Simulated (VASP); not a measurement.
VASP input:

File POSCAR:
```
BeS
1
    0.0000000000     2.3984552852     2.3984552852
    2.3984552852     0.0000000000     2.3984552852
    2.3984552852     2.3984552852     0.0000000000
Be S
1 1
Direct
  0.0000000000   0.0000000000   0.0000000000
  0.2500000000   0.2500000000   0.2500000000
```

### KPOINTS
```
Automatic mesh
0
Gamma
11 11 11
0 0 0
```

**INCAR**
```
# general
SYSTEM=BeS
PREC  =Accurate
ENCUT =520
LREAL =.FALSE.
LASPH =.TRUE.

# electronic loop
EDIFF =1E-7
NELM  =100
ALGO  =Normal

# smearing
ISMEAR=-5

# ions
ISIF  =2

# output
LWAVE =.FALSE.
LCHARG=.TRUE.
LORBIT=11
NEDOS =601
```

POTCAR, in this order: Be S (LDA.64 set). Program: vasp_std.

**Question.** Write an equivalent input for Quantum ESPRESSO's pw.x.

**Answer.** One equivalent input (not run):
```
&CONTROL
  calculation = 'scf'
  pseudo_dir = './pseudo'
  outdir = './out'
  tprnfor = .true.
  tstress = .true.
/
&SYSTEM
  ibrav = 0
  nat = 2
  ntyp = 2
  ecutwfc = 88
  occupations = 'tetrahedra'
  input_dft = 'pz'
/
&ELECTRONS
  conv_thr = 7.3e-09
  electron_maxstep = 100
/
ATOMIC_SPECIES
  Be 9.012 Be.upf
  S 32.060 S.upf
CELL_PARAMETERS angstrom
     0.0000000    2.3984553    2.3984553
     2.3984553    0.0000000    2.3984553
     2.3984553    2.3984553    0.0000000
ATOMIC_POSITIONS crystal
  Be   0.0000000  0.0000000  0.0000000
  S    0.2500000  0.2500000  0.2500000
K_POINTS automatic
  11 11 11 0 0 0
```
What does not carry over: the potentials are each code's own (VASP's PAW set, PseudoDojo norm-conserving files in pw.x), so ENCUT and ecutwfc are chosen apart and not converted; conv_thr bounds pw.x's estimated SCF error, while EDIFF bounds the energy change between steps.

The compound is BeS in the zinc blende structure. It was relaxed first.
